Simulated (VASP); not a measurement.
Set up this calculation in VASP 6.6.1, as the native input.

```
Task                   : relaxation of cell and atoms
Functional             : LDA
Potentials or basis    : VASP PAW LDA potentials, release 64 (Ti_sv, Os)
Cutoff                 : 600 eV
k mesh                 : 7 × 7 × 7
Occupations            : fermi-dirac, width 0.1 eV
Spin                   : no spin polarisation
Dipole correction      : no
Further INCAR settings : ALGO = Fast; EDIFF = 1e-06; IBRION = 2; EDIFFG = -0.01; NSW = 80; ISIF = 3
```

The structure of TiOs lies in POSCAR:

```
TiOs
1.0
    3.0800000000      0.0000000000      0.0000000000
    0.0000000000      3.0800000000      0.0000000000
    0.0000000000      0.0000000000      3.0800000000
Ti Os
1 1
Direct
    0.5000000000      0.5000000000      0.5000000000
    0.0000000000      0.0000000000      0.0000000000
```

These files were run (other wordings do the same):

INCAR

```
PREC     = Accurate       # precision mode
ENCUT    = 600            # plane-wave cutoff, eV
EDIFF    = 1E-6           # SCF threshold, eV
ISMEAR   = -1             # smearing method
SIGMA    = 0.1            # smearing width, eV
LREAL    = F              # projectors in reciprocal space
LASPH    = T              # aspherical terms in the spheres
NELM     = 100            # most SCF steps
ALGO     = Fast           # electronic algorithm
ISIF     = 3              # what is computed and relaxed
LWAVE    = F              # write WAVECAR
LCHARG   = F              # write CHGCAR
GGA      = CA             # functional
IBRION   = 2              # ionic algorithm
NSW      = 80             # ionic steps
EDIFFG   = -0.01          # ionic threshold
```

KPOINTS

```
Automatic mesh
0
Gamma
  7 7 7
```

Potentials or basis: VASP PAW LDA potentials, release 64 (Ti_sv, Os).

Command:

```console
$ cat potpaw_LDA.64/Ti_sv/POTCAR potpaw_LDA.64/Os/POTCAR > POTCAR
$ mpirun -np 1 vasp_std > vasp.out
```

It gave:

```yaml
Relaxed_volume: 14.10 Å³/atom
Relaxed_cell: a = 3.044 Å, b = 3.044 Å, c = 3.044 Å, α = 90.00°, β = 90.00°, γ = 90.00°
Space_group_after_relaxing_to_0.05_Å: Pm-3m (No. 221)
Energy_gained_by_relaxing: 15.4 meV/atom
Ionic_steps: 4
Pressure_after_relaxing: -0.1 GPa
Band_gap_on_the_k_mesh: none (metal or under the smearing width)
```

Wall time 31 s on 1 thread of Intel(R) Xeon(R) 6975P-C (Granite Rapids) (shared host), peak memory 0.15 GiB.
